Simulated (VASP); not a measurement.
Computed with RPBE GGA, VASP's PBE PAW potentials (set 64) (plane waves; VASP 6.6.1).

VASP input:

File POSCAR:
```
Ni
1
    0.0000000000     1.7578783469     1.7578783469
    1.7578783469     0.0000000000     1.7578783469
    1.7578783469     1.7578783469     0.0000000000
Ni
1
Direct
  0.0000000000   0.0000000000   0.0000000000
```

INCAR:
```
# general
SYSTEM  = Ni
PREC    = Accurate
ENCUT   = 520
LREAL   = .False.
LASPH   = .True.

# electronic loop
EDIFF   = 1E-7
NELM    = 100
ALGO    = Normal
LMAXMIX = 4

# smearing
ISMEAR  = 1
SIGMA   = 0.1

# functional
GGA     = RP

# spin
ISPIN   = 2
MAGMOM  = 0.6

# ions
ISIF    = 2

# output
LWAVE   = .False.
LCHARG  = .False.
LORBIT  = 10
```

### KPOINTS
```
Automatic mesh
0
Gamma
18 18 18
0 0 0
```

POTCAR, in this order: Ni (PBE.64 set). Program: vasp_std.

The resulting files:

File OSZICAR:
```
       N       E                     dE             d eps       ncg     rms          rms(c)
DAV:   1     0.228401490910E+02    0.22840E+02   -0.48729E+03  7220   0.143E+03
DAV:   2    -0.545600823977E+01   -0.28296E+02   -0.27293E+02  7115   0.164E+02
DAV:   3    -0.586558451549E+01   -0.40958E+00   -0.40890E+00  8095   0.264E+01
DAV:   4    -0.586928579749E+01   -0.37013E-02   -0.37009E-02  8027   0.223E+00
DAV:   5    -0.586937806945E+01   -0.92272E-04   -0.92269E-04  8042   0.307E-01    0.960E+00
DAV:   6    -0.524629691966E+01    0.62308E+00   -0.15180E+01  7368   0.632E+01    0.576E+00
DAV:   7    -0.496477177415E+01    0.28153E+00   -0.24956E+00  7405   0.242E+01    0.201E+00
DAV:   8    -0.495008284716E+01    0.14689E-01   -0.24215E-02  9631   0.189E+00    0.960E-01
DAV:   9    -0.494821755143E+01    0.18653E-02   -0.16786E-03 10345   0.433E-01    0.240E-01
DAV:  10    -0.494788204547E+01    0.33551E-03   -0.63159E-04  8597   0.209E-01    0.440E-02
DAV:  11    -0.494789207219E+01   -0.10027E-04   -0.17963E-05  9270   0.550E-02    0.356E-02
DAV:  12    -0.494789161301E+01    0.45918E-06   -0.82647E-07  8109   0.120E-02    0.794E-03
DAV:  13    -0.494789193535E+01   -0.32234E-06   -0.42101E-07  6777   0.693E-03    0.182E-03
DAV:  14    -0.494789191641E+01    0.18943E-07   -0.11320E-08  3653   0.133E-03
   1 F= -.49478919E+01 E0= -.49480533E+01  d E =0.484098E-03  mag=     0.6185
```

### OUTCAR
```
------------------------ aborting loop because EDIFF is reached ----------------------------------------
  FORCE on cell =-STRESS in cart. coord.  units (eV):
  Direction    XX          YY          ZZ          XY          YZ          ZX
  --------------------------------------------------------------------------------------
  Total        0.4048196      0.4048196      0.4048196      0.0000000      0.0000000     -0.0000000
  in kB       59.7001834     59.7001834     59.7001834      0.0000000      0.0000000     -0.0000000
  external PRESSURE =      59.7001834 kB  Pullay stress =       0.0000000 kB
  volume of cell :       10.86
      direct lattice vectors                 reciprocal lattice vectors
     0.000000000  1.757878347  1.757878347    -0.284433790  0.284433790  0.284433790
     1.757878347  0.000000000  1.757878347     0.284433790 -0.284433790  0.284433790
     1.757878347  1.757878347  0.000000000     0.284433790  0.284433790 -0.284433790
 POSITION                                       TOTAL-FORCE (eV/Angst)
 -----------------------------------------------------------------------------------
      0.00000      0.00000      0.00000         0.000000      0.000000      0.000000
 -----------------------------------------------------------------------------------
    total drift:                                0.000000     -0.000000      0.000000
  FREE ENERGIE OF THE ION-ELECTRON SYSTEM (eV)
  ---------------------------------------------------
  free  energy   TOTEN  =        -4.9478919164 eV

  energy  without entropy=       -4.9483760149  energy(sigma->0) =       -4.94805328

 total charge

# of ion       s       p       d       tot
------------------------------------------
    1        0.496   0.498   8.311   9.306

 magnetization (x)

# of ion       s       p       d       tot
------------------------------------------
    1       -0.008  -0.027   0.666   0.631
```
(Selected blocks of OUTCAR.)

The compound is Ni in the fcc structure. This cell is one point of a volume scan, at 0.97 of the reference volume.
